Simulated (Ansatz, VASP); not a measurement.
# Be48H95 (V_H1) in two plane-wave programs

Aim: how closely do two programs agree when they are given the same cell, functional and k mesh? The cell is taken from a series of runs on this material, whose earlier steps may have relaxed, scaled, displaced or heated it; both programs get it as it stands.

Program: Ansatz 0.2.0. Level of theory: plane waves, with VASP 6.6.1 beside it; single point at PBEsol. Results are calculated unless marked as measured.

**1. Starting point**

The cell holds 143 atoms: 48 Be and 95 H. Its edges and angles: a = 12.225 Å, b = 12.225 Å, c = 12.225 Å, α = 141.9°, β = 88.5°, γ = 103.9°. It derives from BeH2 (BeH2 (Ibam)). Nearest the centre at fractional (0.622, 0.447, 0.415): Be27 at 1.43 Å, Be25 at 1.49 Å, H121 at 2.09 Å, H114 at 2.12 Å, H52 at 2.33 Å, H107 at 2.36 Å, H102 at 2.39 Å, H137 at 2.48 Å.

**2. Ansatz: single point, PBEsol**

Ansatz runs on its default PAW (the set named soft_2) files.

A single point gives forces, pressure and levels at one fixed geometry, so differences don't come from the geometry; what else differs is listed under the comparison.

File input.yaml:

```yaml
crystal:
  lattice:
    - [-3.99332615, 8.75735955, 7.53777216]
    - [3.99332615, -8.75735955, 7.53777216]
    - [3.99332615, 8.75735955, -7.53777216]
  atoms:
    - { symbol: Be, position: [0.125518161, 0.37530436406, 0.25096001081] }
    - { symbol: Be, position: [0.37643888949, 0.12628457752, 0.25178421815] }
[... 1 atom line left out ...]
    - { symbol: Be, position: [0.33486002164, 0.44280978896, 0.2770026308] }
[... 1 atom line left out ...]
    - { symbol: Be, position: [0.4189123924, 0.19462113986, 0.11066115913] }
[... 17 atom lines left out ...]
    - { symbol: Be, position: [0.41546465855, 0.19067774829, 0.60707411934] }
    - { symbol: H, position: [0.28176377627, 0.19676390381, 0.82505321896] }
[... 1 atom line left out ...]
    - { symbol: H, position: [0.37814314483, 0.05369695496, 0.5863844081] }
    - { symbol: H, position: [0.46833849905, 0.29486457628, 0.9148862215] }
    - { symbol: H, position: [0.33804083118, 0.11725063776, 0.96279905752] }
[... 11 atom lines left out ...]
    - { symbol: Be, position: [0.16566491367, 0.55767698831, 0.223951864] }
[... 1 atom line left out ...]
    - { symbol: H, position: [0.28141262361, 0.6963330838, 0.32458474256] }
    - { symbol: H, position: [0.12908814462, 0.54268322325, 0.32505287268] }
    - { symbol: H, position: [0.37793125251, 0.55382389296, 0.08601840884] }
    - { symbol: H, position: [0.46752921557, 0.79368483094, 0.41484974409] }
    - { symbol: H, position: [0.34211545203, 0.62088735038, 0.46067495845] }
    - { symbol: H, position: [0.08999653233, 0.62972655235, 0.22179410804] }
    - { symbol: H, position: [0.16122122436, 0.88253293278, 0.04043336819] }
[... 1 atom line left out ...]
    - { symbol: H, position: [0.03094160697, 0.70724496411, 0.08523509521] }
    - { symbol: H, position: [0.11984881383, 0.94431452672, 0.41287924176] }
[... 3 atom lines left out ...]
    - { symbol: Be, position: [0.37493155824, 0.62393831171, 0.74880012243] }
[... 8 atom lines left out ...]
    - { symbol: H, position: [0.34113299899, 0.61871242384, 0.95965368241] }
[... 11 atom lines left out ...]
    - { symbol: Be, position: [0.66525010846, 0.05503047486, 0.22159327442] }
[... 5 atom lines left out ...]
    - { symbol: H, position: [0.84048435444, 0.11869588414, 0.45989651027] }
[... 3 atom lines left out ...]
    - { symbol: H, position: [0.53047213411, 0.20575539728, 0.07313638681] }
[... 9 atom lines left out ...]
    - { symbol: H, position: [0.62920403275, 0.0434099965, 0.82532027303] }
    - { symbol: H, position: [0.87873686442, 0.05433497321, 0.58635032328] }
[... 3 atom lines left out ...]
    - { symbol: H, position: [0.67056502192, 0.39687967243, 0.53460766084] }
    - { symbol: H, position: [0.90841825988, 0.36897612002, 0.77805015494] }
    - { symbol: H, position: [0.53114464381, 0.20383399032, 0.58334921725] }
    - { symbol: H, position: [0.62205665824, 0.44580616822, 0.91199720722] }
    - { symbol: H, position: [0.87198449425, 0.45914885021, 0.67684717492] }
    - { symbol: H, position: [0.71787112786, 0.30279381815, 0.67222885266] }
[... 6 atom lines left out ...]
    - { symbol: H, position: [0.7811483952, 0.69774185236, 0.32589103917] }
[... 5 atom lines left out ...]
    - { symbol: H, position: [0.65827879702, 0.87705208685, 0.0378654547] }
    - { symbol: H, position: [0.90828846635, 0.86849569685, 0.2782415597] }
[... 2 atom lines left out ...]
    - { symbol: H, position: [0.87245300108, 0.95730837059, 0.17586008687] }
[... 7 atom lines left out ...]
    - { symbol: H, position: [0.7831787263, 0.69909263373, 0.82732717903] }
    - { symbol: H, position: [0.6250424558, 0.53395585352, 0.81057186877] }
    - { symbol: H, position: [0.88201224124, 0.55692237152, 0.5890587017] }
[... 2 atom lines left out ...]
    - { symbol: H, position: [0.59309926236, 0.63461326451, 0.71963303754] }
    - { symbol: H, position: [0.658514468, 0.88085724902, 0.54055847957] }
    - { symbol: H, position: [0.90965924881, 0.87088182945, 0.7802156652] }
    - { symbol: H, position: [0.53201146931, 0.70823168374, 0.58767908283] }
    - { symbol: H, position: [0.62172359718, 0.94858942419, 0.91652836481] }
    - { symbol: H, position: [0.87107205855, 0.95766592533, 0.67620181777] }
    - { symbol: H, position: [0.71847438469, 0.804554028, 0.67726203944] }
  host:
    repeats: [2, 2, 2]
    atoms:
      - { symbol: Be, position: [0.25, 0.75, 0.5] }
      - { symbol: Be, position: [0.75, 0.25, 0.5] }
      # ... 16 more atoms of the perfect host
basis:
  ecutwfc: 420
  xc_grid: 2
hamiltonian:
  xc: pbesol
kpoints:
  mp_grid: { grid: [1, 1, 1] }
magnetization:
  spin_polarized: true
  initial_magnetization: 1
  spin_locking: { lock_magnetization: hard }
scf:
  occupations: { method: fermi_dirac, width: 0.01 }
  max_iter: 100
  n_extra_bands: 27
  lower_state_search: "off"
output:
  eigenstates: { localisation: true }
  orbitals: { bands: [v7, c6], matrix_elements: [hbar_velocity] }
checkpoint:
  read: "../exc.ground.q0_M1.run"
```

Started as:

```bash
$ ansatz run input.yaml --threads 4 --pin off --max-ram 7536MiB --backend cpu --events-out ev --progress --plain --runs-dir out
```

Numbers of over 12 decimals in the logs are rounded to 6 here.

Log:

```text
Warning: the band count 123 (scf.n_extra_bands) hosts the net moment |M| = 1.0000 μB (N_el = 191) but caps the reachable moment at 2·n_bands − N_el = 55.0000 μB, below the 239 bands that the automatic rule leaves for it — a moment growing past the seed, or the majority channel's smearing tail, pins there with fewer empty majority states than that count leaves; raise or omit scf.n_extra_bands unless the cap is intended
scf.n_extra_bands = 27 over 96 filled bands (N_el = 191.0): the run solves 123 bands
Engine: ansatz 0.2.0, x86_64-unknown-linux-gnu
Pseudopotentials: kind: paw
Pseudopotential: Be, paw, valence charge 2, recommended cutoff 420 eV (normal), Be.paw.azcp
Pseudopotential: H, paw, valence charge 1, recommended cutoff 420 eV (normal), H.paw.azcp
Functional definition: PBEsol
  exchange = pbesol_x
  correlation = pbesol_c
Crystal: 143 atoms, lattice volume = 1054.414 Å³
Basis set: ecut = 420 eV, 20653 PW (Γ), exchange–correlation on 180×180×180 points (8 copies of the dense FFT grid, shifted against one another)
Bands: 123, of which v1, the nominal top of the filled ones, is band 96 counted from 1 (95 counted from 0)
Symmetry: 1 space group operations
Space group: P1 (ITA 1), of the structure as read, at distance tolerance 1.0e-4 Å
Magnetic group: BNS 1.1 (UNI 1), of the structure as read, at distance tolerance 1.0e-4 Å
k-points: 1
Non-local potential: Be, projectors of the file, l = 0: 2, l = 1: 2, l = 2: 1
Non-local potential: H, projectors of the file, l = 0: 2, l = 1: 1
PAW form: soft (Blöchl's): semilocal exchange-correlation on the pseudo side does not see the compensation charge
PAW frozen core: Be, regenerated for the run's functional, and the local potential with it (the file was generated under x = pbe(κ = 0.804, μ = 0.219515), c = pbe(β = 0.066725))
PAW one-centre angular grid: Be, 110 points (default); XC on 64 Gauss nodes
PAW one-centre angular grid: H, 110 points (default); XC on 64 Gauss nodes
Initial density: read from a saved state, or passed on in memory by an earlier SCF of this step, an earlier step, the calling program or the single point that the run made first
Starting moments: Σ|m| = 1 μB on 143 of 143 sites; this step starts from the density that it was given
Initial wavefunctions: those read from a saved state, or passed on in memory by an earlier step or the calling program
Functional: x = pbesol(κ = 0.804, μ = 0.123457), c = pbesol(β = 0.046)
iter 1 solved again at ethr=1.08e-12 eV; its pass at ethr=3.10e-3 eV (dr2=2.07e-9 eV) is discarded
SCF iter   1: F=—  HF=-5824.295671 eV  |F-HF|=—  |Δ(HF+E_count)|=         —  Δρ=2.18e-7 (↑2.07e-7 ↓2.18e-7)  dr2=2.06e-9  dr2_m=1.14e-10  M=1.000 μB ∫|m|=1.069 μB  β_m=0.30  ethr=1.08e-12  ⟨swp⟩=15.0  Hψ=1452  notcnv=0  defer=4
preconditioner: auto → Resta (q_TF=auto, 2.052 Å⁻¹)  ε∞=4.5  [insulator: Δε(μ)=2.675 eV  Ē_g=8.422 eV  σ=0.010 eV  W_gap=1.00  n_scr=150 (ndim 8)  ℏωp=15.8 eV  f_vac=0.000  D(μ)=0.00/eV (n_scr^D=0)  ε∞_Penn≈4.5]
spin=Collinear: Resta preconditioning applied to the charge; magnetization (m = ρ↑ − ρ↓) channel mixes plain (no charge-response kernel on spin).
SCF iter   2: F=—  HF=-5824.295671 eV  |F-HF|=—  |Δ(HF+E_count)|=  9.10e-10  Δρ=1.71e-7 (↑1.61e-7 ↓1.71e-7)  dr2=1.31e-9  dr2_m=6.82e-11  M=1.000 μB ∫|m|=1.069 μB  β_m=0.65  ethr=1.08e-12  ⟨swp⟩=1.5  Hψ=285  notcnv=0  defer=3
SCF iter   3: F=—  HF=-5824.295671 eV  |F-HF|=—  |Δ(HF+E_count)|=   1.67e-9  Δρ=1.98e-8 (↑1.98e-8 ↓1.94e-8)  dr2=2.45e-11  dr2_m=8.27e-13  M=1.000 μB ∫|m|=1.069 μB  β_m=0.82  ethr=1.00e-12  ⟨swp⟩=2.0  Hψ=389  notcnv=0  defer=3
SCF iter   4: F=-5824.295671 eV  HF=-5824.295671 eV  |F-HF|=3.64e-12  |Δ(HF+E_count)|=  2.36e-11  Δρ=5.23e-9 (↑5.23e-9 ↓5.10e-9)  dr2=1.52e-12  dr2_m=6.61e-14  M=1.000 μB ∫|m|=1.069 μB  ethr=1.00e-12  ⟨swp⟩=14.0  Hψ=928  notcnv=0
Converged-ψ floor refinement (derivative, response, wavefunction or occupation consumer): ⟨swp⟩=15.5  Hψ=1214  notcnv=0
SCF 1 converged in 4 iterations: F = -5824.295671 eV  dr2 = 1.52e-12
  greatest PAW one-centre occupation: 0.384 electrons in one spin orbital (limit 2), on the Be atom at site 72 (counted from 0), in its partial waves of l = 0
SCF converged after 4 iterations
Magnetization: 1.0000 μB (96.0000 up, 95.0000 down)
Absolute magnetization: 1.0698 μB (∫|ρ↑−ρ↓|, with the PAW one-centre terms)
Spin contamination: 0.0024 ħ² per cell (⟨S²⟩ above its minimum at these occupations)
Per-site moments (μB) at R_I (Å): [(4.500506631939134e-5, 0.591019), (-6.772542697910183e-5, 0.590982), (3.0007343377901296e-6, 0.585587), (0.00177265, 0.585805), (1.9649361230692847e-5, 0.585451), (-0.000919318, 0.586836), (-2.7097233117998854e-5, 0.591390), (0.000206607, 0.590989), (0.00359547, 0.590982), (0.000940366, 0.589086), (-4.5505247511891156e-5, 0.585369), (1.5355365804251376e-5, 0.585587), (-4.76883793676 [...]
Free energy (F): -5824.295671 eV
Harris-Foulkes:  -5824.295671 eV  (|F-HF|=3.64e-12)
Internal energy: -5824.295671 eV  (E = F + TS)
E sigma→0 (E₀):  -5824.295671 eV
Fermi energy:    2.085018 (↑ 2.664926, ↓ 0.917389) eV
--- Per-component energies (eV) ---
  E_band       = -663.984871
  E_kinetic    = 2274.317353
  E_local      = -2065.304868  (includes V_loc(G=0)·N_el)
  E_nonlocal   = 368.794792
  E_hartree    = 475.220268
  E_xc         = -1759.532853
  E_vxc        = -2063.336137  (∫ρ·V_xc dr)
  E_paw        = -2796.842365  (= ΣΔE_a)
  E_vpaw       = -128.772191  (= ΣTr[D̂ρ^β])
  E_aug_tail   = -0.124353  (compensation charges beyond the density's cutoff)
  E_ewald      = -2321.281148
  E_core_change = 0.457504  (= ΣΔE_core)
  E_smearing   = -0.000000  (= −TS)
  E_closure    = 0.000000  (closes the sum)
  Σ components = -5824.295671   (vs F -5824.295671, Δ=0.00e0)
--- Band table (eV) ---
  k-point 0 ↑: bands = [... 92 lower, -1.0803, -1.0711, -1.0135, 1.3276, 4.0022, 4.3681, 4.3874, 4.3928, ... 23 higher]
  k-point 0 ↓: bands = [... 92 lower, -1.0750, -1.0604, -1.0077, 2.8424, 4.0193, 4.3832, 4.4029, 4.4060, ... 23 higher]
```

In the SCF lines HF is the Harris–Foulkes energy and dr2 the Hartree energy of the density residual, in eV; the loop may stop once dr2 is under the threshold and the program's other checks hold. Hψ counts applications of the Hamiltonian.

**3. VASP: single point, PBEsol**

The same cell, functional, mesh and smearing now go to VASP, with its own data sets.

Lines of VASP's logs that name or quote its potential files are left out, and so is its time.

File INCAR:

```
SYSTEM = Be48H95
PREC = Accurate
ENCUT = 520
EDIFF = 1E-06
NELM = 200
ISMEAR = -1
SIGMA = 0.01
LREAL = Auto
ALGO = Normal
GGA = PS
NBANDS = 195
ISPIN = 2
MAGMOM = 0 -0 0 0 0 -0 0 -0 0 0 0 0 0 0 0 0 0 -0 0 0 0 0 0 0 0.04 -0 0.04 0 0 -0 0 0 0 0 0 0 0 0 -0 -0 0 0 0 0 0 0 -0 0 -0 0 0 0 -0 0 -0 0 0 -0 -0 -0 0 0 0 0 0.01 -0 -0 -0 0 0 0 -0 0 0 0 0 0 0 -0 0 0 0 0 0 0 -0 -0 0 0 0 0 0 0 -0 0 0 -0 0 -0 0 0 0 0 -0 0.01 0 0 0 0 0 0 -0 0 -0 0 0 0 -0 -0 -0 -0 0 0 0 -0 -0 0 0 -0 0 0 -0 0 0 -0 -0 0 -0 0 0 0 0 0
LORBIT = 11
LWAVE = .FALSE.
LCHARG = .FALSE.
ISIF = 2
NUPDOWN = 1
LASPH = .TRUE.
GGA_COMPAT = .FALSE.
```

File POSCAR:

```
Be48H95
1.0
   -3.9933261508      8.7573595481      7.5377721599
    3.9933261508     -8.7573595481      7.5377721599
    3.9933261508      8.7573595481     -7.5377721599
Be H
48 95
Direct
    0.1255181610      0.3753043641      0.2509600108
    0.3764388895      0.1262845775      0.2517842181
[... 1 atom line left out ...]
    0.3348600216      0.4428097890      0.2770026308
[... 1 atom line left out ...]
    0.4189123924      0.1946211399      0.1106611591
[... 17 atom lines left out ...]
    0.4156555320      0.6926819399      0.6086473007
    0.6217242274      0.3677542083      0.2412159315
[... 1 atom line left out ...]
    0.5825742384      0.3031185786      0.3845600169
    0.8325043674      0.4418354209      0.2784793045
    0.6652501085      0.0550304749      0.2215932744
[... 11 atom lines left out ...]
    0.6655056974      0.5589372618      0.2267820736
[... 1 atom line left out ...]
    0.6253574796      0.8759434301      0.7513810306
    0.8763034811      0.6276653903      0.7525064452
    0.5846313213      0.8085952280      0.8919954248
    0.8343798284      0.9431225543      0.7776922763
    0.6674293629      0.5594072348      0.7189121427
    0.9164883166      0.6938673224      0.6098271282
    0.2831020884      0.1973233210      0.3249048621
[... 1 atom line left out ...]
    0.3824797418      0.0563864769      0.0887101269
    0.4700173862      0.2922123901      0.4173799402
[... 3 atom lines left out ...]
    0.4127068592      0.3732449149      0.2805405846
[... 8 atom lines left out ...]
    0.3380408312      0.1172506378      0.9627990575
[... 11 atom lines left out ...]
    0.3421154520      0.6208873504      0.4606749584
[... 5 atom lines left out ...]
    0.3707794511      0.9570011005      0.1755594203
[... 3 atom lines left out ...]
    0.3778188909      0.5531135644      0.5846774171
[... 9 atom lines left out ...]
    0.7813097822      0.1934506785      0.3235450423
    0.6264693753      0.0410361874      0.3229345461
[... 3 atom lines left out ...]
    0.5917999796      0.1277842923      0.2162937068
    0.6589071347      0.3828140980      0.0418838074
    0.9093611814      0.3702209154      0.2795901686
    0.5304721341      0.2057553973      0.0731363868
    0.8675269962      0.4562376146      0.1762063335
    0.7174510997      0.3010477134      0.1804469043
[... 6 atom lines left out ...]
    0.6705650219      0.3968796724      0.5346076608
[... 5 atom lines left out ...]
    0.7811483952      0.6977418524      0.3258910392
    0.6317749411      0.5445525302      0.3305359844
[... 2 atom lines left out ...]
    0.8399146806      0.6195852785      0.4623169125
[... 7 atom lines left out ...]
    0.7831787263      0.6990926337      0.8273271790
    0.6250424558      0.5339558535      0.8105718688
    0.8820122412      0.5569223715      0.5890587017
[... 2 atom lines left out ...]
    0.5930992624      0.6346132645      0.7196330375
    0.6585144680      0.8808572490      0.5405584796
    0.9096592488      0.8708818294      0.7802156652
    0.5320114693      0.7082316837      0.5876790828
    0.6217235972      0.9485894242      0.9165283648
    0.8710720585      0.9576659253      0.6762018178
    0.7184743847      0.8045540280      0.6772620394
```

File KPOINTS:

```
Automatic mesh
0
Gamma
1 1 1
0 0 0
```

Potentials, in the order of the species: Be and H (PBE family, release 64).

Started as:

```bash
$ export OMP_NUM_THREADS=3
$ mpirun -np 1 vasp_gam
```

Log:

```text
[banner, memory and clock lines left out]
running    1 mpi-ranks, on    1 nodes
[...]
Offloading initialized ...    1 GPUs detected
[...]
|                                                                             |
|               ----> ADVICE to this user running VASP <----                  |
|                                                                             |
|     You enforced a specific xc type in the INCAR file but a different       |
|     [... a line on the potential file left out ...]
|     I HOPE YOU KNOW WHAT YOU ARE DOING!                                     |
|                                                                             |

 LDA part: xc-table for (Slater+PW92), standard interpolation
 POSCAR, INCAR and KPOINTS ok, starting setup
[...]
entering main loop
       N       E                     dE             d eps       ncg     rms          rms(c)
DAV:   1     0.649129071232E+03    0.64913E+03   -0.79128E+04   780   0.856E+02
DAV:   2    -0.390022114072E+03   -0.10392E+04   -0.84210E+03  1128   0.181E+02
DAV:   3    -0.528928429295E+03   -0.13891E+03   -0.13620E+03  1016   0.565E+01
DAV:   4    -0.531822573315E+03   -0.28941E+01   -0.28861E+01   984   0.853E+00
[...]
DAV:  14    -0.505672200337E+03   -0.61897E-05   -0.38819E-06   952   0.414E-03    0.651E-03
DAV:  15    -0.505672206047E+03   -0.57094E-05   -0.44224E-06   856   0.424E-03    0.247E-03
DAV:  16    -0.505672206605E+03   -0.55782E-06   -0.11004E-06   744   0.194E-03
   1 F= -.50567221E+03 E0= -.50567221E+03  d E =-.708285E-12  mag=     1.0000
```

From OUTCAR (step 3):

```text
 magnetization (x)
# of ion       s       p       d       tot
------------------------------------------
    1       -0.000   0.000   0.000   0.000
    2        0.000  -0.001   0.000  -0.001
    3        0.000  -0.000   0.000   0.000
    4        0.002   0.006   0.000   0.008
    5        0.000   0.000   0.000   0.000
    6       -0.001  -0.004   0.000  -0.005
[...]
141        0.001  -0.000   0.000   0.001
  142        0.000   0.000   0.000   0.000
  143        0.001   0.000   0.000   0.001
--------------------------------------------------
tot          0.115   0.334   0.000   0.449
```

The run ends at a pressure of 1.03 GPa, with forces up to 0.013 eV/Å.

**4. Differences**

Known differences besides the potentials themselves: VASP starts from the moments at which Ansatz ended; the cutoff is 420 eV in Ansatz and 520 eV in VASP (PREC = Accurate, projectors in real space); Ansatz makes its cores anew for this functional, VASP keeps those of its PBE data sets; site moments are counted in spheres of each program's own size. Total energies have different zeros and are not compared.

The two programs side by side:

| quantity | Ansatz | VASP | difference |
| --- | --- | --- | --- |
| total moment, fixed by the input (μB) | 1.00 | 1.00 | 0.00 |
| moment on Be27 (μB) | 0.04 | 0.18 | -0.14 |
| moment on Be25 (μB) | 0.04 | 0.18 | -0.14 |

The total moments and the pattern agree; the site moments differ because the programs count them in spheres of different size.

**5. Summary of results**

```json
{"difference in moment on Be27 (single point, PBEsol)": "-0.14 μB"}
```

The difference in moment on Be27 is -0.14 μB (single point, PBEsol). Such differences can come from data sets, numerical settings and the points named under the comparisons, not from the functional's error against experiment.

[Lines on the potential files, build, host, timing and source positions are cut from VASP's logs without a mark.]

[Logs are printed without paths, hosts, clocks, repeated set-up lines and the standing remarks that a program may print on its own settings, such as how far it seeks lower states.]

[Hosts, paths, dates, database ids (printed as entryN), source tags and the programs' standing remarks are cut or masked in the printed files.]
